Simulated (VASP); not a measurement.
Crystal: NiMoIrPdW.

```xyz
5
Lattice="5.0135 0.0000 0.0000 -2.5067 4.3418 0.0000 0.0000 0.0000 4.1034" Properties=species:S:1:pos:R:3 pbc="T T T"
Ni    0.0000    0.0000    2.0517
Mo    2.5067    1.4473    2.0517
Pd    0.0000    0.0000    0.0000
Ir    0.0000    2.8945    0.0000
W     0.0000    2.8945    2.0517
```

The cell was built by a generator and needn't be a form met in nature.

| Item | Value |
| --- | --- |
| Program | VASP 6.6.1 |
| Task | relaxation of cell and atoms |
| Functional | PBE |
| Potentials or basis | VASP PAW PBE potentials, release 64 (Ni, Mo_sv, Pd, Ir, W_sv) |
| Cutoff | 520 eV |
| k mesh | 4 × 4 × 4 |
| Occupations | gaussian, width 0.15 eV |
| Spin | collinear spin, ferromagnetic start |
| Starting moments | [1.0, 1.0, 0.0, 0.6, 0.0] μB |

At the start: pressure 27.7 GPa; volume 17.86 Å³/atom.

Task: Where does the relaxation end?

Result: Over 13 steps the energy falls by 1387.5 meV/atom and the volume is 17.18 Å³/atom (-3.8 %); space group P-6m2 (No. 187, to 0.05 Å); moment 0.00 μB per cell.

Step by step:
```tsv
step	energy change (eV)	largest force (eV/Å)	pressure (GPa)	volume (Å³)
1	0.0000	0.0000	27.65	89.32
2	-1.6670	0.0000	-18.75	118.15
3	-5.3958	0.0000	-21.86	104.23
4	-5.6381	0.0000	-20.67	102.56
5	-5.6957	0.0000	-17.11	100.00
6	-5.7142	0.0000	-18.10	100.58
7	-5.8596	0.0000	27.36	77.12
8	-6.9269	0.0000	-1.81	87.12
9	-6.9283	0.0000	-2.30	86.86
10	-6.6980	0.0000	9.66	81.92
11	-6.9283	0.0000	-0.96	86.52
12	-6.9334	0.0000	0.87	85.50
13	-6.9375	0.0000	0.16	85.91
```

Final structure:
```
Ni Mo Pd Ir W
1.0
     4.48284    0.00000    0.00000
    -2.24142    3.88225    0.00000
     0.00000    0.00000    4.93630
Ni Mo Pd Ir W
1 1 1 1 1
Direct
  0.00000 0.00000 0.50000
  0.66667 0.33333 0.50000
  0.00000 0.00000 0.00000
  0.33333 0.66667 0.00000
  0.33333 0.66667 0.50000
```

Caveat: the k mesh is coarse (spacing up to 0.38 Å⁻¹), so the values aren't converged.
